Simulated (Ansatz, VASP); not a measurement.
# Cross-check of WSe2 between VASP and Ansatz, part 2 of 2

One calculation is typed for both programs; each brings its own data sets and cutoff. How far apart do they land? The cell is taken from a series of VASP runs on this material, whose earlier steps may have relaxed, scaled or displaced it; both programs get it as it stands.

VASP 6.6.1 and Ansatz 0.2.0.

So far: The starting structure; VASP: relaxation of cell and atoms, LDA, DFT+U.

**3. Ansatz: relaxation of cell and atoms, LDA, DFT+U**

Level of this step: Ansatz beside VASP: Kohn-Sham DFT, plane waves, LDA, DFT+U (Ansatz).

Ansatz runs on its default PAW (the set named soft_2) files.

The same cell, functional (in two slightly different forms), mesh and smearing now go to Ansatz, which takes its cutoff from its data sets.

The input, input.yaml:

```yaml
crystal:
  lattice:
    - [3.2804718138, 0.0, 0.0]
    - [-1.6402359069, 2.8409719272, 0.0]
    - [0.0, 0.0, 12.8372278729]
  atoms:
    - { symbol: W, position: [0.6666666667, 0.3333333333, 0.75] }
    - { symbol: W, position: [0.3333333333, 0.6666666667, 0.25] }
    - { symbol: Se, position: [0.6666666667, 0.3333333333, 0.3812398397] }
    - { symbol: Se, position: [0.3333333333, 0.6666666667, 0.8812398397] }
    - { symbol: Se, position: [0.6666666667, 0.3333333333, 0.1187601603] }
    - { symbol: Se, position: [0.3333333333, 0.6666666667, 0.6187601603] }
hamiltonian:
  xc: lda
  pseudopotentials: { kind: paw }
  hubbard: { sites: [{ species: W, l: d, u_eff: 6.2 }] }
kpoints:
  mp_grid: { grid: [8, 8, 2] }
scf:
  occupations: { method: gaussian, width: 0.03 }
relax:
  f_tol: 0.01
  max_steps: 60
  cell: { stress_tol: 0.05 }
output:
  forces: true
  stress: true
```

On the command line:

```
> ansatz run input.yaml --threads 4 --pin off --max-ram 9216MiB --backend cpu --events-out ev --progress --plain --runs-dir out
```

Numbers of over 12 decimals in the logs are rounded to 6 here.

The log of the run:

```text
W: projections on atomic orbitals take those of the free atom [Kr 4d10 4f14] 5s2 5p6 5d4 6s2, of charge +0.00 (hamiltonian.pseudopotentials.projection_atoms); the dataset's partial waves leave at most 6.5e-5 of an orbital's norm unspanned inside its sphere
Se: projections on atomic orbitals take those of the free atom [Ar] 3d10 4s2 4p4, of charge +0.00 (hamiltonian.pseudopotentials.projection_atoms); the dataset's partial waves leave at most 2.3e-6 of an orbital's norm unspanned inside its sphere
Engine: ansatz 0.2.0, aarch64-unknown-linux-gnu
Pseudopotentials: kind: paw
Pseudopotential: W, paw, valence charge 14, recommended cutoff 420 eV (normal), W.paw.azcp
Pseudopotential: Se, paw, valence charge 16, recommended cutoff 420 eV (normal), Se.paw.azcp
Functional definition: SPW92
  exchange = slater_x
  correlation = pw_c
Crystal: 6 atoms, lattice volume = 119.639 Å³
Basis set: ecut = 420 eV, 2347 PW (Γ)
Bands: 56, of which v1, the nominal top of the filled ones, is band 46 counted from 1 (45 counted from 0)
Symmetry: 24 space group operations
Space group: P63/mmc (ITA 194), of the structure as read, at distance tolerance 4.9e-5 Å
k-points: 20 of 128
Non-local potential: W, projectors of the file, l = 0: 3, l = 1: 2, l = 2: 2, l = 3: 1
Non-local potential: Se, projectors of the file, l = 0: 2, l = 1: 2, l = 2: 3, l = 3: 1
PAW form: soft (Blöchl's): semilocal exchange-correlation on the pseudo side does not see the compensation charge
PAW frozen core: W, regenerated for the run's functional, and the local potential with it (the file was generated under x = pbe(κ = 0.804, μ = 0.219515), c = pbe(β = 0.066725))
PAW frozen core: Se, regenerated for the run's functional, and the local potential with it (the file was generated under x = pbe(κ = 0.804, μ = 0.219515), c = pbe(β = 0.066725))
PAW one-centre angular grid: W, 590 points (default); XC on 64 Gauss nodes
PAW one-centre angular grid: Se, 590 points (default); XC on 64 Gauss nodes
Initial density: superposition of atomic densities (chi_scale 0.1, normalization cell, long waves of neutral atoms under a Hubbard term (reshape's long-wave potential 0.03 eV rms, cloud 2.82 Å wide))
Initial wavefunctions: pseudopotential atomic-orbital guess
Functional: x = slater, c = lda
SCF iter   1: F=—  HF=-41781.017204 eV  |F-HF|=—  |Δ(HF+E_count)|=         —  Δρ=3.37e-2  dr2=3.06e0  ethr=3.10e-3  ⟨swp⟩=6.3  Hψ=4080  notcnv=0
preconditioner: auto → Resta (q_TF=auto, 2.611 Å⁻¹)  ε∞=6.1  [insulator: Δε(μ)=1.018 eV  Ē_g=9.039 eV  σ=0.030 eV  W_gap=1.00  n_scr=40 (ndim 8)  ℏωp=20.4 eV  f_vac=0.015  D(μ)=0.00/eV (n_scr^D=0)  ε∞_Penn≈6.1]
SCF iter   2: F=—  HF=-41781.010102 eV  |F-HF|=—  |Δ(HF+E_count)|=   7.10e-3  Δρ=1.94e-2  dr2=1.20e0  ethr=3.10e-3  ⟨swp⟩=2.0  Hψ=1457  notcnv=0  defer=49
SCF iter   3: F=—  HF=-41780.946300 eV  |F-HF|=—  |Δ(HF+E_count)|=   6.38e-2  Δρ=7.40e-3  dr2=1.56e-1  ethr=1.30e-3  ⟨swp⟩=2.9  Hψ=1580  notcnv=0  defer=50
SCF iter   4: F=—  HF=-41780.935982 eV  |F-HF|=—  |Δ(HF+E_count)|=   1.03e-2  Δρ=2.84e-3  dr2=1.00e-2  ethr=1.69e-4  ⟨swp⟩=2.2  Hψ=1513  notcnv=0  defer=50
SCF iter   5: F=—  HF=-41780.939953 eV  |F-HF|=—  |Δ(HF+E_count)|=   3.97e-3  Δρ=8.97e-4  dr2=9.75e-4  ethr=1.09e-5  ⟨swp⟩=2.0  Hψ=2100  notcnv=0  defer=50
SCF iter   6: F=—  HF=-41780.939546 eV  |F-HF|=—  |Δ(HF+E_count)|=   4.07e-4  Δρ=5.00e-4  dr2=2.15e-4  ethr=1.06e-6  ⟨swp⟩=2.0  Hψ=1972  notcnv=0  defer=50
SCF iter   7: F=—  HF=-41780.939732 eV  |F-HF|=—  |Δ(HF+E_count)|=   1.86e-4  Δρ=1.45e-4  dr2=2.64e-5  ethr=2.34e-7  ⟨swp⟩=2.0  Hψ=2001  notcnv=0  defer=50
SCF iter   8: F=—  HF=-41780.939749 eV  |F-HF|=—  |Δ(HF+E_count)|=   1.66e-5  Δρ=3.65e-5  dr2=1.59e-6  ethr=2.86e-8  ⟨swp⟩=2.0  Hψ=2002  notcnv=0  defer=50
SCF iter   9: F=—  HF=-41780.939750 eV  |F-HF|=—  |Δ(HF+E_count)|=   7.42e-7  Δρ=1.11e-5  dr2=3.28e-7  ethr=1.73e-9  ⟨swp⟩=2.0  Hψ=1990  notcnv=0  defer=50
SCF iter  10: F=-41780.939750 eV  HF=-41780.939750 eV  |F-HF|=4.00e-9  |Δ(HF+E_count)|=   3.57e-8  Δρ=2.64e-6  dr2=9.40e-9  ethr=1.09e-10  ⟨swp⟩=4.5  Hψ=3473  notcnv=0
SCF 1 converged in 10 iterations: F = -41780.939750 eV  dr2 = 9.40e-9
  greatest PAW one-centre occupation: 1.000 electrons in one spin orbital (limit 2), on the W atom at site 1 (counted from 0), in its partial waves of l = 0
relax step   1: F+E_penalty+E_count = -41780.93974978 eV  Δ(F+E_penalty+E_count) = +0.000e0 eV  max|allowed force component| = 5.196e-1 eV/Å  Δτ_max = 0.0000 Å  P = -3.814 GPa  Ω = 119.639 Å³  (10 SCF iters, dr2 threshold 1.00e-7 eV, accepted)
[...]
relax step   2: F+E_penalty+E_count = -41780.93586527 eV  Δ(F+E_penalty+E_count) = +3.885e-3 eV  max|allowed force component| = 6.002e-1 eV/Å  Δτ_max = 0.0357 Å  P = +4.265 GPa  Ω = 115.652 Å³  energy of the carried Pulay correction = +9.495e-4 eV  (7 SCF iters, dr2 threshold 6.00e-7 eV, rejected (line search))
[...]
relax step   3: F+E_penalty+E_count = -41780.98126617 eV  Δ(F+E_penalty+E_count) = -4.152e-2 eV  max|allowed force component| = 3.337e-2 eV/Å  Δτ_max = 0.0093 Å  P = -0.207 GPa  Ω = 117.257 Å³  energy of the carried Pulay correction = +5.635e-4 eV  (10 SCF iters, accepted)
[...]
relax step   4: F+E_penalty+E_count = -41780.98136353 eV  Δ(F+E_penalty+E_count) = -9.736e-5 eV  max|allowed force component| = 9.301e-3 eV/Å  Δτ_max = 0.0053 Å  P = -0.009 GPa  Ω = 117.445 Å³  energy of the carried Pulay correction = +5.186e-4 eV  (5 SCF iters, dr2 threshold 1.29e-7 eV, accepted)
[...]
relax step   5: F+E_penalty+E_count = -41780.98083094 eV  Δ(F+E_penalty+E_count) = +5.326e-4 eV  max|allowed force component| = 9.359e-3 eV/Å  Δτ_max = 0.0000 Å  P = -0.009 GPa  Ω = 117.445 Å³  stress off target by 3.01e-2 GPa  SCF on the basis re-selected at this cell (its energy is not comparable with the rows above)  (6 SCF iters)
basis re-selected at this cell: Δ(F+E_penalty+E_count) = +5.326e-4 eV, ΔP = +0.001 GPa vs the last step (what re-selecting the basis moved, of the pressure what is left beyond the Pulay correction that the steps carried, after the strain that the cell walked since its last selection, with what the two solves' SCF thresholds leave and, on support functions, any second-order correction that the steps lacked; it is no m [...]
SCF converged after 6 iterations
Free energy (F): -41780.980831 eV
Harris-Foulkes:  -41780.980831 eV  (|F-HF|=7.28e-12)
Internal energy: -41780.980831 eV  (E = F + TS)
E sigma→0 (E₀):  -41780.980831 eV
Fermi energy:    13.514722 eV
--- Per-component energies (eV) ---
  E_band       = -1664.029981
  E_kinetic    = 1386.976710
  E_local      = -11199.471672  (includes V_loc(G=0)·N_el)
  E_nonlocal   = -2341.597199
  E_hartree    = 5388.483658
  E_xc         = -949.026411
  E_vxc        = -877.775480  (∫ρ·V_xc dr)
  E_hubbard    = 15.303867  (on-site DFT+U / exact-exchange correction)
  E_vhub       = -0.913801  (the Hubbard potential's part of the band-sum identity)
  E_paw        = -23928.194944  (= ΣΔE_a)
  E_vpaw       = 591.786720  (= ΣTr[D̂ρ^β])
  E_aug_tail   = -0.002577  (compensation charges beyond the density's cutoff)
  E_ewald      = -10162.888016
  E_core_change = 9.435755  (= ΣΔE_core)
  E_smearing   = -0.000000  (= −TS)
  E_closure    = 0.000000  (closes the sum)
  Σ components = -41780.980831   (vs F -41780.980831, Δ=0.00e0)
--- Forces (eV/Å), atoms counted from 1 ---
  atom   1  W      0.00000000    -0.00000000     0.00000000
  atom   2  W     -0.00000000     0.00000000     0.00000000
  atom   3  Se     0.00000000    -0.00000000     0.00935870
  atom   4  Se     0.00000000     0.00000000     0.00935870
  atom   5  Se     0.00000000    -0.00000000    -0.00935870
  atom   6  Se     0.00000000     0.00000000    -0.00935870
  max |Σ_I F_I| component: 9.25e-18 eV/Å
--- Stress (GPa, compression-positive) ---
       -0.028076      -0.000000       0.000000
        0.000000      -0.028076       0.000000
        0.000000       0.000000       0.030111
  P = ⅓ Tr σ = -0.0087 GPa (-0.087 kbar)
Occupation matrices written to <dir>
--- Relaxed structure (4 steps of the walk, 3 accepted, 1 SCFs on fresh bases) ---
  F+E_penalty+E_count = -41780.98083094 eV   max|allowed force component| = 9.359e-3 eV/Å   (the final SCF, on the basis selected at the relaxed cell)
  cell:  # Å, volume = 117.4451 Å³
    - [3.257922, 0.0, 0.0]
    - [-1.628961, 2.821443, 0.0]
    - [0.0, 0.0, 12.776824]
  atoms:
    - { symbol: W, position: [0.666667, 0.333333, 0.750000] }
    - { symbol: W, position: [0.333333, 0.666667, 0.25] }
    - { symbol: Se, position: [0.666667, 0.333333, 0.380099] }
    - { symbol: Se, position: [0.333333, 0.666667, 0.880099] }
    - { symbol: Se, position: [0.666667, 0.333333, 0.119901] }
    - { symbol: Se, position: [0.333333, 0.666667, 0.619901] }
```

Wall time 12 s (4 threads of Arm Neoverse V1, shared host); peak memory 0.58 GiB; 44 s of CPU time.

**4. Side by side**

Known differences besides the potentials themselves: U acts on the PAW sphere in VASP and on atomic orbitals in Ansatz, so only states and trends compare; the two LDA forms differ slightly; both relaxations stop at a tolerance, which leaves soft axes loose, and VASP keeps its plane-wave basis; the data sets hold 92 valence electrons in Ansatz (default PAW (the set named soft_2) files) and 36 in VASP; the cutoff is 420 eV in Ansatz and 450 eV in VASP; VASP's log shows a relativistic correction to its local exchange, Ansatz's none; Ansatz adds a Pulay correction to the stress that steers its cell, VASP none. Total energies have different zeros and are not compared.

Compared:

| quantity | Ansatz | VASP | difference |
| --- | --- | --- | --- |
| volume (Å³) | 117.45 | 119.64 | -1.83 % |
| edge a after relaxation, in the typed setting (Å) | 3.258 | 3.280 | -0.69 % |
| edge c after relaxation, in the typed setting (Å) | 12.777 | 12.837 | -0.47 % |

The walks stopped with -0.01 GPa left in Ansatz and 0.02 GPa in VASP; each walk ends within a tolerance, so the volume difference is uncertain by about these residues over the bulk modulus, most in soft cells.

**5. What came out**

* difference in volume (relaxation of cell and atoms, LDA, DFT+U): -1.8 %

The difference in volume is -1.8 % (relaxation of cell and atoms, LDA, DFT+U). How closely two codes agree says nothing of how well the functional describes the real material.

[Lines on the potential files, build, host, timing and source positions are cut from VASP's logs without a mark.]

[Logs are printed without paths, hosts, clocks, repeated set-up lines and the standing remarks that a program may print on its own settings, such as how far it seeks lower states.]

[Hosts, paths, dates, database ids (printed as entryN), source tags and the programs' standing remarks are cut or masked in the printed files.]
